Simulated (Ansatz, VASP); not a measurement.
## YVO4 (Wakefieldite-(Y)): VASP beside Ansatz

One calculation is typed for both programs; each brings its own data sets. How far apart do they land? The cell is taken from a series of runs on this material, whose earlier steps may have relaxed, scaled, displaced or heated it; both programs get it as it stands.

Main program and level: Ansatz 0.2.0; plane waves, with VASP 6.6.1 beside it; relaxation of cell and atoms at PBEsol, DFT+U.

## (1) The starting structure

Symmetry: I4_1/amd, No. 141, tetragonal system. The conventional cell has a = 7.106 Å, b = 7.106 Å, c = 6.253 Å, α = 90.00°, β = 90.00°, γ = 90.00°. Nearest to Y lie 8 O at 2.29 to 2.42 Å. Nearest to V lie 4 O at 1.71 Å. Nearest to O lie 1 V at 1.71 Å and 2 Y at 2.29 to 2.42 Å. Farther neighbours and most contacts between anions are not listed.

## (2) Ansatz: relaxation of cell and atoms, PBEsol, DFT+U

Ansatz runs on its default PAW (the set named soft_2) files.

The relaxed volume is the usual yardstick between codes: in a stiff, nearly cubic crystal its relative difference is about their pressure difference at one cell divided by the bulk modulus.

input.yaml

```yaml
crystal:
  lattice:
    - [-3.5532305983, 3.5532305983, 3.1265828386]
    - [3.5532305983, -3.5532305983, 3.1265828386]
    - [3.5532305983, 3.5532305983, -3.1265828386]
  atoms:
    - { symbol: "Y", position: [0.75, 0.25, 0.5] }
    - { symbol: "Y", position: [0.0, 0.0, 0.0] }
    - { symbol: V, position: [0.5, 0.5, 0.0] }
    - { symbol: V, position: [0.25, 0.75, 0.5] }
    - { symbol: O, position: [0.5092655112, 0.3247011583, 0.1845643528] }
    - { symbol: O, position: [0.0747011583, 0.3901368055, 0.3154356472] }
    - { symbol: O, position: [0.1401368055, 0.3247011583, 0.8154356472] }
    - { symbol: O, position: [0.0747011583, 0.7592655112, 0.6845643528] }
    - { symbol: O, position: [0.2407344888, 0.9252988417, 0.3154356472] }
    - { symbol: O, position: [0.6752988417, 0.4907344888, 0.8154356472] }
    - { symbol: O, position: [0.6098631945, 0.9252988417, 0.6845643528] }
    - { symbol: O, position: [0.6752988417, 0.8598631945, 0.1845643528] }
kpoints:
  mp_grid: { grid: [6, 6, 6] }
hamiltonian:
  xc: pbesol
  hubbard:
    sites: [{ species: V, l: d, u_eff: 3.25 }]
    projectors: ortho-atomic
scf:
  occupations: { method: fixed }
output:
  forces: true
  stress: true
  eigenvalues: true
relax:
  adjacent_minimum: "off"
  f_tol: 0.001
  max_steps: 60
  cell: { stress_tol: 0.01 }
```

Run with:

```bash
$ ansatz run input.yaml --threads 16 --pin off --max-ram 61440MiB --backend cuda --events-out ev --progress --plain --runs-dir out --max-vram 78GiB
```

Numbers of over 12 decimals in the logs are rounded to 6 here.

The log of the run:

```text
Engine: ansatz 0.2.0, aarch64-unknown-linux-gnu
Pseudopotentials: kind: paw
Pseudopotential: Y, paw, valence charge 11, recommended cutoff 420 eV (normal), Y.paw.azcp
Pseudopotential: V, paw, valence charge 13, recommended cutoff 420 eV (normal), V.paw.azcp
Pseudopotential: O, paw, valence charge 6, recommended cutoff 420 eV (normal), O.paw.azcp
Functional definition: PBEsol
  exchange = pbesol_x
  correlation = pbesol_c
device memory: the entry about to start is reckoned to put 3.6 GiB on a device that reports 149.5 GiB free (of which the cap on the GPU budget leaves the run 78.0 GiB)
GPU FFT provider: cuFFT
GPU libraries: cuBLAS 13.8.1, cuFFT 12.4.0, cuSOLVER 12.3.2
GPU matrix products: emulated (plane waves: as basis.precision tells), large ones in fixed point in workspaces of 1.00 GiB
[...]
Basis set: ecut = 420 eV, 3063 PW (Γ), exchange–correlation on 80×80×80 points (8 copies of the dense FFT grid, shifted against one another)
[...]
k-points: 30 of 216
[...]
- { symbol: O, position: [0.074701158325, 0.390137, 0.315435647175] }
    - { symbol: O, position: [0.1401368055, 0.324701, 0.815436] }
    - { symbol: O, position: [0.074701158325, 0.75926551115, 0.684564] }
    - { symbol: O, position: [0.240734, 0.925299, 0.315436] }
    - { symbol: O, position: [0.675298841675, 0.490734, 0.815435647175] }
    - { symbol: O, position: [0.609863, 0.925299, 0.684564] }
    - { symbol: O, position: [0.675299, 0.8598631945, 0.184564] }
```

## (3) VASP: relaxation of cell and atoms, PBEsol, DFT+U

The same cell, functional and mesh now go to VASP, with its own data sets.

Lines of VASP's logs that name or quote its potential files are left out, and so is its time.

INCAR

```
SYSTEM = YVO4
PREC = Accurate
ENCUT = 600
EDIFF = 1E-07
NELM = 200
ISMEAR = 0
SIGMA = 0.01
LREAL = .FALSE.
ALGO = Normal
GGA = PS
NBANDS = 60
LDAU = .TRUE.
LDAUTYPE = 2
LDAUL = -1 2 -1
LDAUU = 0 3.25 0
LDAUJ = 0 0 0
LDAUPRINT = 1
LASPH = .TRUE.
LMAXMIX = 4
LORBIT = 11
LWAVE = .FALSE.
LCHARG = .FALSE.
ISIF = 3
IBRION = 2
NSW = 80
EDIFFG = -0.005
GGA_COMPAT = .FALSE.
NELMIN = 4
EFERMI = MIDGAP
KPAR = 2
```

POSCAR

```
YVO4
1.0
   -3.5532305983      3.5532305983      3.1265828386
    3.5532305983     -3.5532305983      3.1265828386
    3.5532305983      3.5532305983     -3.1265828386
Y V O
2 2 8
Direct
    0.7500000000      0.2500000000      0.5000000000
    0.0000000000      0.0000000000      0.0000000000
    0.5000000000      0.5000000000      0.0000000000
    0.2500000000      0.7500000000      0.5000000000
    0.5092655112      0.3247011583      0.1845643528
    0.0747011583      0.3901368055      0.3154356472
    0.1401368055      0.3247011583      0.8154356472
    0.0747011583      0.7592655112      0.6845643528
    0.2407344888      0.9252988417      0.3154356472
    0.6752988417      0.4907344888      0.8154356472
    0.6098631945      0.9252988417      0.6845643528
    0.6752988417      0.8598631945      0.1845643528
```

KPOINTS

```
Automatic mesh
0
Gamma
6 6 6
0 0 0
```

The projector-augmented-wave data sets are Y_sv, V_sv and O (PBE family, release 64).

Run with:

```bash
$ mpirun -np 2 vasp_std
```

The log of the run:

```text
[banner, memory and clock lines left out]
running    2 mpi-ranks, on    1 nodes
 distrk:  each k-point on    1 cores,    2 groups
 distr:  one band on    1 cores,    1 groups

 POSCAR found type information on POSCAR Y V O
 POSCAR found :  3 types and      12 ions
|                                                                             |
|               ----> ADVICE to this user running VASP <----                  |
|                                                                             |
|     You enforced a specific xc type in the INCAR file but a different       |
|     [... a line on the potential file left out ...]
|     I HOPE YOU KNOW WHAT YOU ARE DOING!                                     |
|                                                                             |

 LDA part: xc-table for (Slater+PW92), standard interpolation
 POSCAR, INCAR and KPOINTS ok, starting setup
 FFT: planning ... GRIDC
 FFT: planning ... GRID_SOFT
 FFT: planning ... GRID
 WAVECAR not read
 entering main loop
       N       E                     dE             d eps       ncg     rms          rms(c)
DAV:   1     0.112025096125E+04    0.11203E+04   -0.57768E+04  3600   0.183E+03
DAV:   2    -0.291237789771E+02   -0.11494E+04   -0.11093E+04  4200   0.493E+02
DAV:   3    -0.130135925269E+03   -0.10101E+03   -0.10035E+03  4516   0.151E+02
DAV:   4    -0.133575094088E+03   -0.34392E+01   -0.34310E+01  5352   0.250E+01
DAV:   5    -0.133697919242E+03   -0.12283E+00   -0.12278E+00  5032   0.417E+00    0.869E+01
DAV:   6    -0.111789917670E+03    0.21908E+02   -0.18800E+02  4984   0.905E+01    0.478E+01
DAV:   7    -0.109355375841E+03    0.24345E+01   -0.13326E+02  4668   0.892E+01    0.498E+01
DAV:   8    -0.106346283223E+03    0.30091E+01   -0.15883E+01  4308   0.191E+01    0.243E+01
DAV:   9    -0.104636029494E+03    0.17103E+01   -0.52030E+00  5012   0.197E+01    0.719E+00
DAV:  10    -0.104543997996E+03    0.92031E-01   -0.18255E+00  4684   0.858E+00    0.408E+00
DAV:  11    -0.104507696785E+03    0.36301E-01   -0.10850E-01  4412   0.297E+00    0.564E-01
DAV:  12    -0.104509204194E+03   -0.15074E-02   -0.12665E-02  4544   0.556E-01    0.355E-01
DAV:  13    -0.104508677575E+03    0.52662E-03   -0.18010E-03  4884   0.382E-01    0.175E-01
DAV:  14    -0.104508657229E+03    0.20345E-04   -0.52147E-04  4360   0.134E-01    0.298E-02
DAV:  15    -0.104508658547E+03   -0.13177E-05   -0.33298E-05  5228   0.423E-02    0.310E-02
DAV:  16    -0.104508656636E+03    0.19105E-05   -0.11827E-05  4312   0.245E-02    0.417E-03
DAV:  17    -0.104508656526E+03    0.11053E-06   -0.10640E-06  4648   0.500E-03    0.440E-03
DAV:  18    -0.104508656676E+03   -0.15053E-06   -0.52697E-07  3368   0.392E-03    0.200E-03
DAV:  19    -0.104508656606E+03    0.70810E-07   -0.20027E-07  2720   0.215E-03
   1 F= -.10450866E+03 E0= -.10450866E+03  d E =-.104509E+03
[... from here on, the cycles between the ionic steps are left out ...]
   2 F= -.10443959E+03 E0= -.10443959E+03  d E =0.690687E-01
   3 F= -.10452889E+03 E0= -.10452889E+03  d E =-.202341E-01
   4 F= -.10452889E+03 E0= -.10452889E+03  d E =-.202339E-01
   5 F= -.10452932E+03 E0= -.10452932E+03  d E =-.426996E-03
   6 F= -.10452933E+03 E0= -.10452933E+03  d E =-.435668E-03
   7 F= -.10452933E+03 E0= -.10452933E+03  d E =-.435800E-03
   8 F= -.10452935E+03 E0= -.10452935E+03  d E =-.250542E-04
   9 F= -.10452935E+03 E0= -.10452935E+03  d E =-.257355E-04
 curvature:  -0.39 expect dE=-0.174E-04 dE for cont linesearch -0.514E-08
 trial: gam= 0.66289 g(F)=  0.361E-04 g(S)=  0.809E-05 ort =-0.984E-06 (trialstep = 0.846E+00)
 search vector abs. value=  0.755E-04
 bond charge predicted
       N       E                     dE             d eps       ncg     rms          rms(c)
DAV:   1    -0.104529347988E+03    0.39682E-05   -0.12918E-02  3600   0.528E-01    0.482E-02
DAV:   2    -0.104529367335E+03   -0.19347E-04   -0.24421E-04  4120   0.736E-02    0.446E-02
DAV:   3    -0.104529366331E+03    0.10038E-05   -0.98086E-06  4924   0.180E-02    0.230E-02
DAV:   4    -0.104529366167E+03    0.16454E-06   -0.46720E-06  4420   0.205E-02    0.176E-02
DAV:   5    -0.104529365198E+03    0.96830E-06   -0.19766E-06  4500   0.134E-02    0.198E-03
DAV:   6    -0.104529365230E+03   -0.31905E-07   -0.15407E-07  2676   0.202E-03
  10 F= -.10452937E+03 E0= -.10452937E+03  d E =-.132091E-04
 trial-energy change:   -0.000013  1 .order   -0.000013   -0.000037    0.000011
 step:   0.6549(harm=  0.6452)  dis= 0.00039  next Energy=  -104.529367 (dE=-0.145E-04)
 reached required accuracy - stopping structural energy minimisation
```

(Continued in part 2 of 2.)

[Lines on the potential files, build, host, timing and source positions are cut from VASP's logs without a mark.]

[Logs are printed without paths, hosts, clocks, repeated set-up lines and the standing remarks that a program may print on its own settings, such as how far it seeks lower states.]

[Hosts, paths, dates, database ids (printed as entryN), source tags and the programs' standing remarks are cut or masked in the printed files.]
